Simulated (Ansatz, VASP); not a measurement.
**B3C: VASP beside Ansatz**

INCAR

```
SYSTEM = B3C
PREC = Accurate ; ENCUT = 520
EDIFF = 1E-6 ; ISMEAR = 0
SIGMA = 0.1 ; LREAL = .FALSE.
LASPH = .TRUE. ; NELM = 100
ALGO = Normal ; ISIF = 2
LWAVE = .FALSE. ; LCHARG = .FALSE.
GGA = PE ; NBANDS = 23
```

The input KPOINTS:

```
Automatic mesh
0
G
  4 4 4
  0 0 0
```

POSCAR

```
B3C
1.0
    5.0697607100      0.0000000000      0.0000000000
    0.0000000000      5.0697607100      0.0000000000
    0.0000000000      0.0000000000      5.0697607100
B C
6 2
Direct
    0.2500000000      0.5000000000      0.0000000000
    0.7500000000      0.5000000000      0.0000000000
    0.0000000000      0.2500000000      0.5000000000
    0.0000000000      0.7500000000      0.5000000000
    0.5000000000      0.0000000000      0.2500000000
    0.5000000000      0.0000000000      0.7500000000
    0.0000000000      0.0000000000      0.0000000000
    0.5000000000      0.5000000000      0.5000000000
```

Input for Ansatz:

```yaml
crystal:
  lattice:
    - [5.06976071, 0.0, 0.0]
    - [0.0, 5.06976071, 0.0]
    - [0.0, 0.0, 5.06976071]
  atoms:
    - { symbol: B, position: [0.25, 0.5, 0.0] }
    - { symbol: B, position: [0.75, 0.5, 0.0] }
    - { symbol: B, position: [0.0, 0.25, 0.5] }
    - { symbol: B, position: [0.0, 0.75, 0.5] }
    - { symbol: B, position: [0.5, 0.0, 0.25] }
    - { symbol: B, position: [0.5, 0.0, 0.75] }
    - { symbol: C, position: [0.0, 0.0, 0.0] }
    - { symbol: C, position: [0.5, 0.5, 0.5] }
basis:
  ecutwfc: 420
kpoints:
  mp_grid: { grid: [4, 4, 4] }
hamiltonian:
  xc: pbe
scf:
  occupations: { method: gaussian, width: 0.1 }
  lower_state_search: "off"
output:
  forces: true
  stress: true
  eigenvalues: true
```

Alike in both runs: task single point; functional PBE; k mesh 4 × 4 × 4; occupations gaussian, width 0.1 eV; no spin polarisation.

```csv
,VASP,Ansatz
version,VASP 6.6.1,Ansatz 0.2.0
potentials or method,"VASP PAW PBE potentials, release 64 (B, C)","scalar-relativistic, plane waves, PAW"
plane-wave cutoff (eV),520,420
valence electrons in the cell,26,26
```

```tsv
	VASP	Ansatz	Ansatz less VASP
gap on the k mesh at the Fermi level (eV)	none	none	-
pressure (GPa)	-24.6	-24.6	+0.02
```

A gap of «none» marks a metal or a gap that the smearing closes.

Caveats: so large a pressure means that the cell lies far from this level's equilibrium, or that cutoff or potentials fall short (VASP).
